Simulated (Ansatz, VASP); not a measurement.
BeZn3Se4: VASP beside Ansatz

File INCAR:

```
SYSTEM = BeZn3Se4
PREC = Accurate
ENCUT = 600
EDIFF = 1E-6
ISMEAR = 0
SIGMA = 0.15
LREAL = .FALSE.
LASPH = .TRUE.
NELM = 60
ALGO = Normal
ISIF = 3
LWAVE = .FALSE.
LCHARG = .FALSE.
GGA = PE
IBRION = 2
NSW = 36
EDIFFG = -0.08
```

File KPOINTS:

```
regular mesh
0
G
  2 2 2
  0 0 0
```

Contents of POSCAR:

```
BeZn3Se4
1.0
    5.5588991400      0.0000000000      0.0000000000
    0.0000000000      5.5588991400      0.0000000000
    0.0000000000      0.0000000000      5.5588991400
Be Zn Se
1 3 4
Direct
    0.5000000000      0.5000000000      0.5000000000
    0.5000000000      0.0000000000      0.0000000000
    0.0000000000      0.5000000000      0.0000000000
    0.0000000000      0.0000000000      0.5000000000
    0.0000000000      0.0000000000      0.0000000000
    0.0000000000      0.5000000000      0.5000000000
    0.5000000000      0.0000000000      0.5000000000
    0.5000000000      0.5000000000      0.0000000000
```

Input for Ansatz:

```yaml
crystal:
  lattice:
    - [5.55889914, 0.0, 0.0]
    - [0.0, 5.55889914, 0.0]
    - [0.0, 0.0, 5.55889914]
  atoms:
    - { symbol: Be, position: [0.5, 0.5, 0.5] }
    - { symbol: Zn, position: [0.5, 0.0, 0.0] }
    - { symbol: Zn, position: [0.0, 0.5, 0.0] }
    - { symbol: Zn, position: [0.0, 0.0, 0.5] }
    - { symbol: Se, position: [0.0, 0.0, 0.0] }
    - { symbol: Se, position: [0.0, 0.5, 0.5] }
    - { symbol: Se, position: [0.5, 0.0, 0.5] }
    - { symbol: Se, position: [0.5, 0.5, 0.0] }
basis:
  ecutwfc: 420
kpoints:
  mp_grid: { grid: [2, 2, 2] }
hamiltonian:
  xc: pbe
scf:
  occupations: { method: gaussian, width: 0.15 }
  lower_state_search: "off"
output:
  forces: true
  stress: true
  eigenvalues: true
relax:
  adjacent_minimum: "off"
  f_tol: 0.08
  max_steps: 16
  cell: { stress_tol: 0.8 }
```

Alike in both runs: task relaxation of cell and atoms; functional PBE; k mesh 2 × 2 × 2; occupations gaussian, width 0.15 eV; no spin polarisation.

|  | VASP | Ansatz |
| --- | --- | --- |
| version | VASP 6.6.1 | Ansatz 0.2.0 |
| potentials or method | VASP PAW PBE potentials, release 64 (Be, Zn, Se) | scalar-relativistic, plane waves, PAW |
| plane-wave cutoff (eV) | 600 | 420 |
| valence electrons in the cell | 62 | 102 |

Ansatz gave:

* gap on the k mesh at the Fermi level, each at its own relaxed structure (eV): none
* relaxed volume (Å³/atom): 18.48
* relaxed cell length with the largest relative difference (Å): 5.288
* energy change over the relaxation (meV/atom): -73

Task: What did VASP give for the same quantities?

Result: gap on the k mesh at the Fermi level, each at its own relaxed structure (eV): none; relaxed volume (Å³/atom): 18.58; relaxed cell length with the largest relative difference (Å): 5.297; energy change over the relaxation (meV/atom): -71.

A gap of «none» marks a metal or a gap that the smearing closes. The two sets of potentials don't hold the same shells in valence.

Caveats: the k mesh is coarse (spacing up to 0.57 Å⁻¹), so the values aren't converged.
